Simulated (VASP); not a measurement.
Cu (fcc) relaxed at rising pressure, in one space group throughout; other phases were not tried. The pressures are those reached. Computed with LDA (Ceperley-Alder, Perdew-Zunger), VASP's LDA PAW potentials (set 64) (plane waves; VASP 6.6.1).

```tsv
P (GPa)	V (Å³/atom)	k-mesh
0.01	10.934	18×18×18
4.90	10.665	18×18×18
9.91	10.425	18×18×18
19.75	10.030	18×18×18
29.72	9.703	18×18×18
```

A change of mesh leaves a small step in the series.

Task: Fit an equation of state and predict the volume at 44.71 GPa.

Result: Least squares on the third-order Birch-Murnaghan form, P = (3B0/2)(y⁷ − y⁵)[1 + (3/4)(B′ − 4)(y² − 1)] with y = (V0/V)^(1/3), gives V0 = 10.935 Å³/atom, B0 = 184 GPa and B′ = 5.0, and so 9.303 Å³/atom. The run gave 9.298 Å³/atom, -0.0 % from the fit.

Pressures at which the relaxation failed are left out.

The compound is Cu in the fcc structure.
